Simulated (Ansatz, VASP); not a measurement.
Two plane-wave programs on NaBe16 (a cell with a defect)

```
CELL_PARAMETERS angstrom
-2.30910 -3.99948 0.00000
3.46365 -1.99974 0.00000
0.00000 0.00000 7.22540
ATOMIC_POSITIONS crystal
Be 0.55419 0.12586 0.17683
Be 0.49514 0.69575 0.34202
Be 0.49513 0.30445 0.65708
Be 0.55470 0.87605 0.82232
Be 0.18604 0.91398 0.14354
Be 0.24688 0.18839 0.39084
Be 0.24692 0.81186 0.60877
Be 0.18596 0.08622 0.85616
Be 0.95679 0.33063 0.17592
Be 0.98690 0.70467 0.36352
Be 0.98667 0.29552 0.63609
Be 0.95628 0.67033 0.82335
Be 0.78923 0.76415 0.07781
Be 0.73706 0.22172 0.41793
Be 0.73671 0.77797 0.58132
Be 0.78939 0.23710 0.92172
Na 0.35589 0.50074 0.99909
```

Alike in both runs: functional PBEsol; k mesh 3 × 3 × 2; occupations fermi-dirac, width 0.05 eV; no spin polarisation.

Ansatz relaxed the structure, and its values are those at the end. VASP's run is a single point on that final structure, the one shown.

|  | VASP | Ansatz |
| --- | --- | --- |
| version | VASP 6.6.1 | Ansatz 0.2.0 |
| potentials or method | VASP PAW PBE potentials, release 64 (Be, Na_pv) | scalar-relativistic, plane waves, PAW |
| plane-wave cutoff (eV) | 520 | 420 |
| valence electrons in the cell | 39 | 41 |

|  | VASP | Ansatz | Ansatz less VASP |
| --- | --- | --- | --- |
| rms of the force components (eV/Å) | 0.007 | 0.005 | -0.0016 |

The two sets of potentials don't hold the same shells in valence.

Caveats: the k mesh is coarse (spacing up to 0.52 Å⁻¹), so the values aren't converged; the potentials were made for another functional, which shifts forces and pressure (VASP).
